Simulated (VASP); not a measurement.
Output of a VASP run:

File OSZICAR:
```
       N       E                     dE             d eps       ncg     rms          rms(c)
DAV:   1     0.205781336918E+03    0.20578E+03   -0.88163E+03 19452   0.166E+03
DAV:   2     0.106523019272E+02   -0.19513E+03   -0.18916E+03 20200   0.457E+02
DAV:   3    -0.106289645079E+02   -0.21281E+02   -0.20640E+02 23128   0.159E+02
DAV:   4    -0.114274392337E+02   -0.79847E+00   -0.79355E+00 22248   0.309E+01
DAV:   5    -0.114575905062E+02   -0.30151E-01   -0.30145E-01 27024   0.587E+00    0.782E+00
DAV:   6    -0.965568080848E+01    0.18019E+01   -0.99254E+00 26884   0.304E+01    0.336E+00
DAV:   7    -0.953284266504E+01    0.12284E+00   -0.11205E+00 21708   0.971E+00    0.166E+00
DAV:   8    -0.953786951686E+01   -0.50269E-02   -0.23275E-01 22176   0.433E+00    0.115E+00
DAV:   9    -0.952277324277E+01    0.15096E-01   -0.41489E-02 23460   0.185E+00    0.361E-01
DAV:  10    -0.952302933168E+01   -0.25609E-03   -0.39162E-03 21656   0.465E-01    0.199E-01
DAV:  11    -0.952299523086E+01    0.34101E-04   -0.19086E-04 26564   0.112E-01    0.280E-02
DAV:  12    -0.952297769382E+01    0.17537E-04   -0.49256E-05 26544   0.668E-02    0.594E-03
DAV:  13    -0.952297792522E+01   -0.23140E-06   -0.62136E-06 17596   0.176E-02
   1 F= -.95229779E+01 E0= -.95077683E+01  d E =-.304193E-01  mag=    -0.0000     0.0000     0.0000
```

File OUTCAR:
```
------------------------ aborting loop because EDIFF is reached ----------------------------------------
  FORCE on cell =-STRESS in cart. coord.  units (eV):
  Direction    XX          YY          ZZ          XY          YZ          ZX
  --------------------------------------------------------------------------------------
  Total        6.3935887      6.2446857      6.3148849      0.0202493     -0.0153744     -0.1746702
  in kB      391.7798353    382.6555042    386.9571044      1.2408166     -0.9420979    -10.7032623
  external PRESSURE =     387.1308146 kB  Pullay stress =       0.0000000 kB
  volume of cell :       26.15
      direct lattice vectors                 reciprocal lattice vectors
     2.968049000  0.000000000  0.000000000     0.336921661  0.000000000  0.000000000
     0.000000000  2.968049000  0.000000000     0.000000000  0.336921661  0.000000000
     0.000000000  0.000000000  2.968049000     0.000000000  0.000000000  0.336921661
 POSITION                                       TOTAL-FORCE (eV/Angst)
 -----------------------------------------------------------------------------------
      2.89039      2.96274      0.05177        -0.177901     -0.008457      0.098463
      1.56168      1.48933      1.43225         0.177901      0.008457     -0.098463
 -----------------------------------------------------------------------------------
    total drift:                               -0.000049     -0.000174     -0.000537
  FREE ENERGIE OF THE ION-ELECTRON SYSTEM (eV)
  ---------------------------------------------------
  free  energy   TOTEN  =        -9.5229779252 eV

  energy  without entropy=       -9.4925586713  energy(sigma->0) =       -9.50776830

 total charge

# of ion       s       p       d       tot
------------------------------------------
    1        1.623   1.169  10.056  12.848
    2        1.330   2.240   0.000   3.569
--------------------------------------------------
tot          2.953   3.409  10.056  16.417

 magnetization (x)

# of ion       s       p       d       tot
------------------------------------------
    1        0.000  -0.000   0.000   0.000
    2       -0.000   0.000   0.000   0.000
--------------------------------------------------
tot          0.000   0.000   0.000   0.000

 magnetization (y)

# of ion       s       p       d       tot
------------------------------------------
    1        0.000   0.000   0.000   0.000
    2       -0.000  -0.000   0.000  -0.000
--------------------------------------------------
tot          0.000  -0.000   0.000  -0.000

 magnetization (z)

# of ion       s       p       d       tot
------------------------------------------
    1        0.000   0.000   0.000   0.000
    2       -0.000  -0.000   0.000  -0.000
--------------------------------------------------
tot         -0.000  -0.000   0.000  -0.000

 Ion:    1  E_soc:     -1.2789948

 Ion:    2  E_soc:     -0.0004191
```
(Selected blocks of OUTCAR.)

File POSCAR:
```
BiN
1
    2.9680490000     0.0000000000     0.0000000000
    0.0000000000     2.9680490000     0.0000000000
    0.0000000000     0.0000000000     2.9680490000
Bi N
1 1
Direct
 -0.0261650000  -0.0017880000   0.0174440000
  0.5261650000   0.5017880000   0.4825560000
```

Write an INCAR and KPOINTS that could have produced this output.

This is not unique; one that fits is the input of the run itself, PBE GGA with spin-orbit coupling, plane waves, VASP's PBE PAW potentials (set 64).

### INCAR
```
# general
SYSTEM        = BiN
PREC          = Accurate
ENCUT         = 400
LREAL         = .FALSE.
LASPH         = .TRUE.

# electronic loop
EDIFF         = 1E-6
NELM          = 100
ALGO          = Normal
LMAXMIX       = 4

# smearing
ISMEAR        = 0
SIGMA         = 0.272

# functional
GGA           = PE
GGA_COMPAT    = .FALSE.

# spin
MAGMOM        = 0.0 0.0 0.0 0.0 0.0 0.0
LSORBIT       = .TRUE.
LNONCOLLINEAR = .TRUE.

# ions
ISIF          = 2

# output
LWAVE         = .FALSE.
LCHARG        = .FALSE.
LORBIT        = 11
```

KPOINTS:
```
Automatic mesh
0
Gamma
7 7 7
0 0 0
```

POTCAR, in this order: Bi_d N (PBE.64 set). Program: vasp_ncl.

At this cut-off the stress carries a Pulay error, which pulls relaxed volumes low.

The structure was generated: BiN was put into an ordered model structure, which need not be its known phase. The cell was not relaxed at this level, atoms are displaced from their ideal sites. The k-mesh is coarse (spacing up to 0.30 per Å, 2π included), so the numbers may not be converged in it. The run is one of a series of settings (GGA_COMPAT = .FALSE., LNONCOLLINEAR = .TRUE., LSORBIT = .TRUE., MAGMOM = 0.0 0.0 0.0 0.0 0.0 0.0, program vasp_ncl against the base run), some of them coarse on purpose.
